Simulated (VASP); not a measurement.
Data:

```xyz
2
Lattice="3.3432 0.0000 0.0000 -1.6716 2.8953 0.0000 0.0000 0.0000 3.0435" Properties=species:S:1:pos:R:3 pbc="T T T"
Y      0.0000     0.0000     0.0000
N      1.6716     0.9651     1.5217
```

Calculation: r2SCAN meta-GGA, VASP's PBE PAW potentials (set 64) (plane waves; VASP). Run with 520 eV cut-off, 10×10×10 Γ-centred mesh, tetrahedra with Blöchl corrections, potentials Y_sv N.

Question: Tabulate the total density of states (states/eV per cell) against energy (eV; zero at the valence-band maximum or, without a gap, the Fermi level).

Answer: 
```csv
E (eV),DOS (states/eV)
-9.93,0.00
-9.69,0.00
-9.45,0.00
-9.21,0.00
-8.97,0.00
-8.73,0.00
-8.61,0.00
-8.37,0.00
-8.13,0.00
-7.89,0.00
-7.65,0.00
-7.41,0.00
-7.17,0.00
-6.93,0.00
-6.69,0.00
-6.45,0.00
-6.21,0.00
-5.97,0.00
-5.85,0.00
-5.61,0.00
-5.37,0.00
-5.13,0.00
-4.89,0.00
-4.65,0.00
-4.41,0.03
-4.17,0.23
-3.93,0.65
-3.69,2.25
-3.45,2.95
-3.21,1.38
-3.09,1.39
-2.85,1.02
-2.61,1.03
-2.37,1.29
-2.13,1.55
-1.89,1.93
-1.65,3.39
-1.41,3.93
-1.17,1.78
-0.93,0.57
-0.69,0.15
-0.45,0.06
-0.33,0.04
-0.09,0.01
0.15,0.00
0.39,0.01
0.63,0.06
0.87,0.25
1.11,0.60
1.35,0.58
1.59,0.61
1.83,0.70
2.07,1.49
2.31,1.58
2.43,1.33
2.67,1.10
2.91,0.35
3.15,0.04
3.39,0.02
3.63,0.09
```
Within 2 eV below the valence-band maximum the largest weight inside VASP's projection spheres is N p, then Y d.

The structure was generated: YN was put into the WC type (P-6m2), which need not be its known phase. It was relaxed first, which changed the volume by +8 %.
